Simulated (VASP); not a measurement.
Output of a VASP run:

### OSZICAR
```
...
  12 F= -.19391568E+03 E0= -.19387712E+03  d E =-.186115E-01
       N       E                     dE             d eps       ncg     rms          rms(c)
DAV:   1    -0.193915687168E+03   -0.52281E-05   -0.38304E-03   736   0.109E-01    0.109E-02
RMM:   2    -0.193915692972E+03   -0.58042E-05   -0.62369E-05   509   0.145E-02    0.750E-03
RMM:   3    -0.193915693290E+03   -0.31797E-06   -0.78925E-06   393   0.534E-03    0.577E-03
RMM:   4    -0.193915693347E+03   -0.57516E-07   -0.15211E-06   373   0.287E-03
  13 F= -.19391569E+03 E0= -.19387713E+03  d E =-.186254E-01
       N       E                     dE             d eps       ncg     rms          rms(c)
DAV:   1    -0.193916648379E+03   -0.95509E-03   -0.48515E+00   704   0.372E+00    0.343E-01
RMM:   2    -0.193920506229E+03   -0.38578E-02   -0.42174E-02   688   0.378E-01    0.191E-01
RMM:   3    -0.193920877459E+03   -0.37123E-03   -0.51642E-03   690   0.136E-01    0.107E-01
RMM:   4    -0.193920857887E+03    0.19571E-04   -0.78088E-04   702   0.606E-02    0.798E-02
RMM:   5    -0.193920837625E+03    0.20262E-04   -0.24620E-04   686   0.321E-02    0.205E-02
RMM:   6    -0.193920842750E+03   -0.51252E-05   -0.45861E-05   499   0.122E-02
  14 F= -.19392084E+03 E0= -.19388228E+03  d E =-.514940E-02
       N       E                     dE             d eps       ncg     rms          rms(c)
DAV:   1    -0.193920842882E+03   -0.52572E-05   -0.45504E-03   752   0.119E-01    0.122E-02
RMM:   2    -0.193920848892E+03   -0.60097E-05   -0.66258E-05   568   0.179E-02    0.671E-03
RMM:   3    -0.193920849496E+03   -0.60417E-06   -0.71142E-06   383   0.509E-03    0.517E-03
RMM:   4    -0.193920849478E+03    0.17986E-07   -0.12312E-06   354   0.294E-03
  15 F= -.19392085E+03 E0= -.19388229E+03  d E =-.515613E-02
       N       E                     dE             d eps       ncg     rms          rms(c)
DAV:   1    -0.193920880583E+03   -0.31086E-04   -0.50315E-01   704   0.127E+00    0.135E-01
RMM:   2    -0.193921477388E+03   -0.59681E-03   -0.65279E-03   688   0.147E-01    0.675E-02
RMM:   3    -0.193921527297E+03   -0.49909E-04   -0.78572E-04   690   0.531E-02    0.385E-02
RMM:   4    -0.193921528653E+03   -0.13562E-05   -0.12265E-04   645   0.237E-02    0.294E-02
RMM:   5    -0.193921526172E+03    0.24808E-05   -0.33336E-05   464   0.124E-02
  16 F= -.19392153E+03 E0= -.19388296E+03  d E =-.676694E-03
       N       E                     dE             d eps       ncg     rms          rms(c)
DAV:   1    -0.193921527591E+03    0.10626E-05   -0.35510E-03   744   0.107E-01    0.141E-02
RMM:   2    -0.193921531567E+03   -0.39761E-05   -0.48646E-05   510   0.125E-02    0.862E-03
RMM:   3    -0.193921532077E+03   -0.51044E-06   -0.67873E-06   381   0.494E-03    0.430E-03
RMM:   4    -0.193921532135E+03   -0.58135E-07   -0.11663E-06   373   0.259E-03
  17 F= -.19392153E+03 E0= -.19388297E+03  d E =-.682657E-03
       N       E                     dE             d eps       ncg     rms          rms(c)
DAV:   1    -0.193921540164E+03   -0.80872E-05   -0.27608E-01   704   0.931E-01    0.753E-02
RMM:   2    -0.193921761956E+03   -0.22179E-03   -0.24381E-03   688   0.916E-02    0.419E-02
RMM:   3    -0.193921782643E+03   -0.20687E-04   -0.30369E-04   685   0.326E-02    0.244E-02
RMM:   4    -0.193921782940E+03   -0.29677E-06   -0.47649E-05   509   0.146E-02
  18 F= -.19392178E+03 E0= -.19388322E+03  d E =-.250805E-03
```

OUTCAR:
```
------------------------ aborting loop because EDIFF is reached ----------------------------------------
  FORCE on cell =-STRESS in cart. coord.  units (eV):
  Direction    XX          YY          ZZ          XY          YZ          ZX
  --------------------------------------------------------------------------------------
  Total      -19.2624764    -19.2809186    -19.2737000     -0.0225966     -0.0039024      0.0326110
  in kB      -20.3849464    -20.4044632    -20.3968241     -0.0239133     -0.0041298      0.0345113
  external PRESSURE =     -20.3954112 kB  Pullay stress =       0.0000000 kB
  volume of cell :     1513.96
      direct lattice vectors                 reciprocal lattice vectors
    11.482533193  0.000000000  0.000000000     0.087088797  0.000000000  0.000000000
     0.000000000 11.482533193  0.000000000     0.000000000  0.087088797  0.000000000
     0.000000000  0.000000000 11.482533193     0.000000000  0.000000000  0.087088797
  FREE ENERGIE OF THE ION-ELECTRON SYSTEM (eV)
  ---------------------------------------------------
  free  energy   TOTEN  =      -193.9217829400 eV

  energy  without entropy=     -193.8446529406  energy(sigma->0) =     -193.88321794

 reached required accuracy - stopping structural energy minimisation
```
(Selected blocks of OUTCAR.)

File POSCAR:
```
Zn32NSe31
1
   11.4825331932     0.0000000000     0.0000000000
    0.0000000000    11.4825331932     0.0000000000
   -0.0000000000    -0.0000000000    11.4825331932
Zn Se N
32 31 1
Direct
  0.5000000000   0.0000000000   0.0000000000
  0.7500000000   0.2500000000   0.0000000000
  0.7500000000   0.0000000000   0.2500000000
  0.0000000000   0.0000000000   0.0000000000
  0.2500000000   0.2500000000   0.0000000000
  0.5000000000   0.5000000000   0.0000000000
  0.7500000000   0.7500000000   0.0000000000
  0.2500000000   0.0000000000   0.2500000000
  0.5017850000   0.2543360000   0.2512060000
  0.7456320000   0.4962280000   0.2506020000
  0.5000000000   0.0000000000   0.5000000000
  0.7462500000   0.2480790000   0.4963470000
  0.7500000000   0.0000000000   0.7500000000
  0.0000000000   0.5000000000   0.0000000000
  0.2500000000   0.7500000000   0.0000000000
  0.0000000000   0.2500000000   0.2500000000
  0.2500000000   0.5000000000   0.2500000000
  0.5000000000   0.7500000000   0.2500000000
  0.0000000000   0.0000000000   0.5000000000
  0.2500000000   0.2500000000   0.5000000000
  0.4981560000   0.5003510000   0.4965980000
  0.7500000000   0.7500000000   0.5000000000
  0.2500000000   0.0000000000   0.7500000000
  0.5000000000   0.2500000000   0.7500000000
  0.7500000000   0.5000000000   0.7500000000
  0.0000000000   0.7500000000   0.2500000000
  0.0000000000   0.5000000000   0.5000000000
  0.2500000000   0.7500000000   0.5000000000
  0.0000000000   0.2500000000   0.7500000000
  0.2500000000   0.5000000000   0.7500000000
  0.5000000000   0.7500000000   0.7500000000
  0.0000000000   0.7500000000   0.7500000000
  0.6250000000   0.1250000000   0.1250000000
  0.8750000000   0.3750000000   0.1250000000
  0.8750000000   0.1250000000   0.3750000000
  0.1250000000   0.1250000000   0.1250000000
  0.3750000000   0.3750000000   0.1250000000
  0.6250000000   0.6250000000   0.1250000000
  0.8750000000   0.8750000000   0.1250000000
  0.3750000000   0.1250000000   0.3750000000
  0.8750000000   0.6250000000   0.3750000000
  0.6250000000   0.1250000000   0.6250000000
  0.8750000000   0.3750000000   0.6250000000
  0.8750000000   0.1250000000   0.8750000000
  0.1250000000   0.6250000000   0.1250000000
  0.3750000000   0.8750000000   0.1250000000
  0.1250000000   0.3750000000   0.3750000000
  0.3750000000   0.6250000000   0.3750000000
  0.6250000000   0.8750000000   0.3750000000
  0.1250000000   0.1250000000   0.6250000000
  0.3750000000   0.3750000000   0.6250000000
  0.6250000000   0.6250000000   0.6250000000
  0.8750000000   0.8750000000   0.6250000000
  0.3750000000   0.1250000000   0.8750000000
  0.6250000000   0.3750000000   0.8750000000
  0.8750000000   0.6250000000   0.8750000000
  0.1250000000   0.8750000000   0.3750000000
  0.1250000000   0.6250000000   0.6250000000
  0.3750000000   0.8750000000   0.6250000000
  0.1250000000   0.3750000000   0.8750000000
  0.3750000000   0.6250000000   0.8750000000
  0.6250000000   0.8750000000   0.8750000000
  0.1250000000   0.8750000000   0.8750000000
  0.6207520000   0.3718220000   0.3762820000
```

Question: Reconstruct the remaining input files.

Answer: This is not unique; one that fits is the input of the run itself, PBE GGA, plane waves, VASP's PBE PAW potentials (set 64).

**INCAR**
```
SYSTEM = Zn32NSe31
PREC = Normal
ENCUT = 400
EDIFF = 1E-5
NELM = 100
ALGO = Fast
LREAL = Auto
LASPH = .TRUE.
ISMEAR = 0
SIGMA = 0.05
GGA = PE
LMAXMIX = 4
LWAVE = .FALSE.
LCHARG = .FALSE.
NELMIN = 4
ISYM = 0
NELECT = 574.0
IBRION = 2
ISIF = 2
NSW = 60
EDIFFG = -0.03
```

File KPOINTS:
```
K-points
0
gamma
1 1 1
```

POTCAR, in this order: Zn Se N (PBE.64 set). Program: vasp_gam.

At this cut-off the stress carries a Pulay error, which pulls relaxed volumes low. The cell is charged, with a uniform compensating background. The supercell is sampled at Γ alone, which is coarse: total energies, pressure and levels can be off, energies of defects by several tenths of an eV.

The cell is a supercell with a defect, built from ZnSe (zinc blende): N_Se, charge +1. The run is not spin-polarised, so no state with unpaired spins was tried.
